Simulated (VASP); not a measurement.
Output of a VASP run:

### OUTCAR
```
 ion  position               nearest neighbor table
   1  0.000  0.000  0.000-   2 2.48   3 2.48   4 2.48   2 2.48   3 2.48   2 2.48   4 2.48   2 2.48
                             3 2.48   4 2.48   3 2.48   4 2.48
   2  0.000  0.500  0.500-   1 2.48   3 2.48   4 2.48   1 2.48   4 2.48   1 2.48   3 2.48   1 2.48
                             3 2.48   4 2.48   4 2.48   3 2.48
   3  0.500  0.000  0.500-   1 2.48   2 2.48   4 2.48   1 2.48   4 2.48   2 2.48   4 2.48   4 2.48
                             1 2.48   2 2.48   1 2.48   2 2.48
   4  0.500  0.500  0.000-   1 2.48   2 2.48   3 2.48   2 2.48   3 2.48   1 2.48   3 2.48   3 2.48
                             1 2.48   2 2.48   2 2.48   1 2.48
  LATTYP: Found a simple cubic cell.
 ALAT       =     3.5100000000
 Subroutine PRICEL returns:
 Original cell was already a primitive cell.
 Subroutine GETGRP returns: Found 48 space group operations
The static configuration has the point symmetry O_h .
The dynamic configuration has the point symmetry O_h .
 Subroutine INISYM returns: Found 48 space group operations
 Subroutine IBZKPT returns following result:
 Found     35 irreducible k-points:

 Following reciprocal coordinates:
            Coordinates               Weight
  0.000000  0.000000  0.000000      1.000000
  0.111111  0.000000  0.000000      6.000000
  0.222222  0.000000  0.000000      6.000000
  0.333333  0.000000  0.000000      6.000000
  0.444444  0.000000  0.000000      6.000000
  0.111111  0.111111  0.000000     12.000000
  0.222222  0.111111  0.000000     24.000000
  0.333333  0.111111  0.000000     24.000000
  0.444444  0.111111  0.000000     24.000000
  0.222222  0.222222  0.000000     12.000000
  0.333333  0.222222  0.000000     24.000000
  0.444444  0.222222  0.000000     24.000000
  0.333333  0.333333  0.000000     12.000000
  0.444444  0.333333  0.000000     24.000000
  0.444444  0.444444  0.000000     12.000000
  0.111111  0.111111  0.111111      8.000000
  0.222222  0.111111  0.111111     24.000000
  0.333333  0.111111  0.111111     24.000000
  0.444444  0.111111  0.111111     24.000000
  0.222222  0.222222  0.111111     24.000000
  0.333333  0.222222  0.111111     48.000000
  0.444444  0.222222  0.111111     48.000000
  0.333333  0.333333  0.111111     24.000000
  0.444444  0.333333  0.111111     48.000000
  0.444444  0.444444  0.111111     24.000000
  0.222222  0.222222  0.222222      8.000000
  0.333333  0.222222  0.222222     24.000000
  0.444444  0.222222  0.222222     24.000000
  0.333333  0.333333  0.222222     24.000000
  0.444444  0.333333  0.222222     48.000000
  0.444444  0.444444  0.222222     24.000000
  0.333333  0.333333  0.333333      8.000000
  0.444444  0.333333  0.333333     24.000000
  0.444444  0.444444  0.333333     24.000000
  0.444444  0.444444  0.444444      8.000000
   k-points           NKPTS =     35   k-points in BZ     NKDIM =     35   number of bands    NBANDS=     21
   number of dos      NEDOS =    301   number of ions     NIONS =      4
   total plane-waves  NPLWV =  13824
   dimension x,y,z NGX =    24 NGY =   24 NGZ =   24
   dimension x,y,z NGXF=    48 NGYF=   48 NGZF=   48
   ions per type =               1   3
   PREC   = accura    normal or accurate (medium, high low for compatibility)
   ISTART =      0    job   : 0-new  1-cont  2-samecut
   ICHARG =      2    charge: 1-file 2-atom 10-const
   ISPIN  =      1    spin polarized calculation?
   LNONCOLLINEAR =      F non collinear calculations
   LSORBIT =      F    spin-orbit coupling
   INIWAV =      1    electr: 0-lowe 1-rand  2-diag
   ENCUT  =  400.0 eV  29.40 Ry    5.42 a.u.   5.72  5.72  5.72*2*pi/ulx,y,z
   NELM   =    100;   NELMIN=  2; NELMDL= -5     # of ELM steps
   EDIFF  = 0.1E-05   stopping-criterion for ELM
   LREAL  =      F    real-space projection
   NLSPLINE    = F    spline interpolate recip. space projectors
   LMAXMIX     =    4 max onsite mixed and CHGCAR
   VOSKOWN=      0    Vosko Wilk Nusair interpolation
   EDIFFG = 0.1E-04   stopping-criterion for IOM
   NSW    =      0    number of steps for IOM
   NBLOCK =      1;   KBLOCK =      1    inner block; outer block
...
```

**OSZICAR**
```
       N       E                     dE             d eps       ncg     rms          rms(c)
DAV:   1     0.180883508791E+03    0.18088E+03   -0.13302E+04  1470   0.179E+03
DAV:   2    -0.178900292739E+02   -0.19877E+03   -0.19140E+03  1470   0.346E+02
DAV:   3    -0.271630272336E+02   -0.92730E+01   -0.89407E+01  1640   0.992E+01
DAV:   4    -0.273832504321E+02   -0.22022E+00   -0.21897E+00  1694   0.134E+01
DAV:   5    -0.273913562165E+02   -0.81058E-02   -0.81012E-02  1801   0.242E+00    0.194E+01
DAV:   6    -0.272779543525E+02    0.11340E+00   -0.56165E+01  1692   0.122E+02    0.171E+01
DAV:   7    -0.237412672892E+02    0.35367E+01   -0.16358E+01  1646   0.675E+01    0.404E+00
DAV:   8    -0.237038908721E+02    0.37376E-01   -0.70181E-01  1548   0.627E+00    0.145E+00
DAV:   9    -0.236859403045E+02    0.17951E-01   -0.34980E-02  1982   0.271E+00    0.568E-01
DAV:  10    -0.236836147614E+02    0.23255E-02   -0.34426E-03  1981   0.461E-01    0.231E-01
DAV:  11    -0.236832509554E+02    0.36381E-03   -0.72605E-04  2239   0.315E-01    0.542E-02
DAV:  12    -0.236832406631E+02    0.10292E-04   -0.10451E-04  1550   0.119E-01    0.150E-02
DAV:  13    -0.236832398435E+02    0.81956E-06   -0.72388E-06  1615   0.184E-02
   1 F= -.23683240E+02 E0= -.23683324E+02  d E =0.251254E-03
```

OUTCAR:
```
------------------------ aborting loop because EDIFF is reached ----------------------------------------
  FORCE on cell =-STRESS in cart. coord.  units (eV):
  Direction    XX          YY          ZZ          XY          YZ          ZX
  --------------------------------------------------------------------------------------
  Total       -0.3002635     -0.3002635     -0.3002635      0.0000000     -0.0000000      0.0000000
  in kB      -11.1247893    -11.1247893    -11.1247893      0.0000000     -0.0000000      0.0000000
  external PRESSURE =     -11.1247893 kB  Pullay stress =       0.0000000 kB
  volume of cell :       43.24
      direct lattice vectors                 reciprocal lattice vectors
     3.510000000  0.000000000  0.000000000     0.284900285  0.000000000  0.000000000
     0.000000000  3.510000000  0.000000000     0.000000000  0.284900285  0.000000000
     0.000000000  0.000000000  3.510000000     0.000000000  0.000000000  0.284900285
 POSITION                                       TOTAL-FORCE (eV/Angst)
 -----------------------------------------------------------------------------------
      0.00000      0.00000      0.00000         0.000000      0.000000      0.000000
      0.00000      1.75500      1.75500         0.000000      0.000000      0.000000
      1.75500      0.00000      1.75500         0.000000      0.000000      0.000000
      1.75500      1.75500      0.00000         0.000000      0.000000      0.000000
 -----------------------------------------------------------------------------------
    total drift:                                0.000000     -0.000000     -0.000000
  FREE ENERGIE OF THE ION-ELECTRON SYSTEM (eV)
  ---------------------------------------------------
  free  energy   TOTEN  =       -23.6832398435 eV

  energy  without entropy=      -23.6834910972  energy(sigma->0) =      -23.68332359
```
(Selected blocks of OUTCAR.)

### POSCAR
```
Ni3Si
1
    3.5100000000     0.0000000000     0.0000000000
    0.0000000000     3.5100000000     0.0000000000
    0.0000000000     0.0000000000     3.5100000000
Si Ni
1 3
Direct
  0.0000000000   0.0000000000   0.0000000000
  0.0000000000   0.5000000000   0.5000000000
  0.5000000000   0.0000000000   0.5000000000
  0.5000000000   0.5000000000   0.0000000000
```

**Question.** Write an INCAR and KPOINTS that could have produced this output.

**Answer.** One answer among several that fit: the input of the run itself, PBE GGA, plane waves, VASP's PBE PAW potentials (set 64).

### INCAR
```
ALGO = Normal   ! blocked Davidson
LREAL = .False.   ! projection in real space or not
ISMEAR = 1   ! Methfessel-Paxton
ISIF = 2   ! forces and stress, cell fixed
NELM = 100   ! most electronic steps
EDIFF = 1E-6   ! SCF stop (eV)
LASPH = .True.   ! aspherical one-centre terms
LCHARG = .False.
PREC = Accurate
ENCUT = 400
KGAMMA = .True.
KSPACING = 0.2
LMAXMIX = 4
LWAVE = .False.
SYSTEM = Ni3Si
GGA = PE   ! PBE
SIGMA = 0.1   ! width (eV)
```

POTCAR, in this order: Si Ni (PBE.64 set). Program: vasp_std.

The compound is Ni3Si in the L1_2 structure. The cell was not relaxed at this level. The run is one of a series of settings (KGAMMA = .TRUE., KSPACING = 0.2, KPOINTS file removed against the base run), some of them coarse on purpose. The run is not spin-polarised, so no magnetic state was tried.
